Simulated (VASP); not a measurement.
These are PBE GGA, VASP's PBE PAW potentials (set 64) (plane waves; VASP) values and carry that method's errors.

The input files of a VASP run:

INCAR:
```
SYSTEM = P
PREC = Accurate; ENCUT = 400; LREAL = .False.
LASPH = .True.; ICHARG = 11
EDIFF = 1E-7; NELM = 100; ALGO = Normal
ISMEAR = 0; SIGMA = 0.05
GGA = PE
LWAVE = .False.; LCHARG = .False.; LORBIT = 11
```

### KPOINTS
```
k-points along high-symmetry lines
8
Line-mode
Reciprocal
  0.000000   0.000000   0.000000 ! GAMMA
 -0.500000   0.500000   0.000000 ! Y

 -0.500000   0.500000   0.000000 ! Y
 -0.274939   0.725061   0.000000 ! C_0

  0.274939   0.274939   0.000000 ! SIGMA_0
  0.000000   0.000000   0.000000 ! GAMMA

  0.000000   0.000000   0.000000 ! GAMMA
  0.000000   0.000000   0.500000 ! Z

  0.000000   0.000000   0.500000 ! Z
  0.274939   0.274939   0.500000 ! A_0

 -0.274939   0.725061   0.500000 ! E_0
 -0.500000   0.500000   0.500000 ! T

 -0.500000   0.500000   0.500000 ! T
 -0.500000   0.500000   0.000000 ! Y

  0.000000   0.000000   0.000000 ! GAMMA
  0.000000   0.500000   0.000000 ! S

  0.000000   0.500000   0.000000 ! S
  0.000000   0.500000   0.500000 ! R

  0.000000   0.500000   0.500000 ! R
  0.000000   0.000000   0.500000 ! Z

  0.000000   0.000000   0.500000 ! Z
 -0.500000   0.500000   0.500000 ! T
```

POSCAR:
```
P
1
    1.6576545499    -5.5697358439    -0.0000000000
    1.6576545499     5.5697358439     0.0000000000
    0.0000000000     0.0000000000     4.5456535202
P
4
Direct
  0.0950316668   0.9049683332   0.9137346582
  0.4049683332   0.5950316668   0.4137346582
  0.5950316668   0.4049683332   0.5862653418
  0.9049683332   0.0950316668   0.0862653418
```

POTCAR, in this order: P (PBE.64 set). Program: vasp_std. Read from the step before: CHGCAR.

Output

**OUTCAR**
```
 ion  position               nearest neighbor table
   1  0.095  0.905  0.914-   3 2.23   3 2.23   4 2.26
   2  0.405  0.595  0.414-   4 2.23   4 2.23   3 2.26
   3  0.595  0.405  0.586-   1 2.23   1 2.23   2 2.26
   4  0.905  0.095  0.086-   2 2.23   2 2.23   1 2.26
  LATTYP: Found a base centered orthorhombic cell.
 ALAT       =     3.3153090998
 B/A-ratio  =     3.3600099877
 C/A-ratio  =     1.3711100182
 Subroutine PRICEL returns:
 Original cell was already a primitive cell.
 Subroutine GETGRP returns: Found  8 space group operations
The static configuration has the point symmetry C_2h.
 The point group associated with its full space group is D_2h.
The dynamic configuration has the point symmetry C_2h.
 Subroutine INISYM returns: Found  8 space group operations
   k-points           NKPTS =     88   k-points in BZ     NKDIM =     88   number of bands    NBANDS=     14
   number of dos      NEDOS =    301   number of ions     NIONS =      4
   total plane-waves  NPLWV =  48000
   dimension x,y,z NGX =    40 NGY =   40 NGZ =   30
   dimension x,y,z NGXF=    80 NGYF=   80 NGZF=   60
   ions per type =               4
   PREC   = accura    normal or accurate (medium, high low for compatibility)
   ISTART =      0    job   : 0-new  1-cont  2-samecut
   ICHARG =     11    charge: 1-file 2-atom 10-const
...
```

**OSZICAR**
```
       N       E                     dE             d eps       ncg     rms          rms(c)
DAV:   1     0.585363408968E+02    0.58536E+02   -0.71158E+03  2464   0.964E+02
DAV:   2    -0.157200231503E+02   -0.74256E+02   -0.71998E+02  3326   0.161E+02
DAV:   3    -0.193794387315E+02   -0.36594E+01   -0.36320E+01  3358   0.393E+01
DAV:   4    -0.194343147112E+02   -0.54876E-01   -0.54821E-01  3112   0.550E+00
DAV:   5    -0.194356999866E+02   -0.13853E-02   -0.13846E-02  3466   0.753E-01
DAV:   6    -0.194357425863E+02   -0.42600E-04   -0.42599E-04  3236   0.126E-01
DAV:   7    -0.194357440239E+02   -0.14376E-05   -0.14379E-05  3458   0.193E-02
DAV:   8    -0.194357440784E+02   -0.54421E-07   -0.54269E-07  2784   0.338E-03
   1 F= -.19435744E+02 E0= -.19435560E+02  d E =-.367210E-03
```

File OUTCAR:
```
 val. band max:        5.5255983978   @ k =  -0.5000   0.5000   0.0000

 cond. band min:       5.6550015673   @ k =  -0.5000   0.5000   0.0000



 k-point     1 :       0.0000    0.0000    0.0000
  band No.  band energies     occupation
      1     -10.0193      2.00000
      2      -7.3109      2.00000
      3      -4.1175      2.00000
      4      -1.0222      2.00000
      5       0.5612      2.00000
      6       0.7397      2.00000
      7       1.6479      2.00000
      8       2.8659      2.00000
      9       3.1574      2.00000
     10       4.4463      2.00000
     11       6.2546      0.00000
     12       6.6834      0.00000
     13       7.5468      0.00000
     14       8.3775      0.00000

 k-point     2 :      -0.0714    0.0714    0.0000
  band No.  band energies     occupation
      1     -10.0140      2.00000
      2      -7.3249      2.00000
      3      -4.1142      2.00000
      4      -1.0005      2.00000
      5       0.5351      2.00000
      6       0.7275      2.00000
      7       1.6434      2.00000
      8       2.8858      2.00000
      9       3.1646      2.00000
     10       4.4974      2.00000
     11       6.2737      0.00000
     12       6.6702      0.00000
     13       7.5593      0.00000
     14       8.3726      0.00000

 k-point     3 :      -0.1429    0.1429    0.0000
  band No.  band energies     occupation
      1      -9.9990      2.00000
      2      -7.3639      2.00000
      3      -4.1047      2.00000
      4      -0.9374      2.00000
      5       0.4643      2.00000
      6       0.6864      2.00000
      7       1.6311      2.00000
      8       2.9548      2.00000
      9       3.1847      2.00000
     10       4.6406      2.00000
     11       6.3112      0.00000
     12       6.6353      0.00000
     13       7.5918      0.00000
     14       8.3591      0.00000

 k-point     4 :      -0.2143    0.2143    0.0000
  band No.  band energies     occupation
      1      -9.9767      2.00000
...
```

The density is held fixed in this step, so its total energy and stress have no physical meaning. Without a dispersion term in the relaxation, distances and binding between the weakly bound layers, chains or molecules are unreliable, and so is what depends on them.

The compound is P in the black structure. It was relaxed first, which changed the volume by +10 %.
